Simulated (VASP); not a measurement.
Runs of VASP 6.6.1 on WC. The structure is orthorhombic, space group Imm2 (No. 44). Conventional cell: a = 3.101 Å, b = 4.385 Å, c = 3.101 Å, α = 90.00°, β = 90.00°, γ = 90.00°. W (site symmetry mm2) has 4 C at 2.02 to 2.21 Å as nearest neighbours. C (site symmetry mm2) is surrounded by 4 W at 2.02 to 2.21 Å. Measurements of this composition are mostly on another form, of space group No. 187.

```tsv
cell	gap on the mesh (eV)	pressure (GPa)	largest force (eV/Å)
all W atoms moved -0.250 Å, as atom 1 towards its neighbour atom 1 (W) at 3.101 Å	none	-4.0	1.90
all W atoms moved +0.375 Å, as atom 1 towards its neighbour atom 1 (W) at 3.101 Å	none	7.9	3.40
all W atoms moved -0.500 Å, as atom 1 towards its neighbour atom 1 (W) at 3.101 Å	none	(b)	4.97
all W atoms moved +0.125 Å, as atom 1 towards its neighbour atom 1 (W) at 3.101 Å	none	(a)	0.85
```

Alike in all rows: task single point; level LDA; potentials or basis VASP PAW LDA potentials, release 64 (W_sv, C); no spin polarisation; k mesh 18 × 18 × 18; cutoff (eV) 520; smearing gaussian 0.15 eV.

Question: Estimate the missing entries.

Answer: (a) -11.4; (b) 24.0.

Caveats: forces of over 1 eV/Å show positions far from the minimum, so gaps and moduli don't describe the material at rest (some runs); so large a pressure means that the cell lies far from this level's equilibrium, or that cutoff or potentials fall short (some runs).

A k mesh can miss the band edges, and the runs leave out spin-orbit coupling on W.

A gap of «none» marks a metal or a gap under the smearing width.
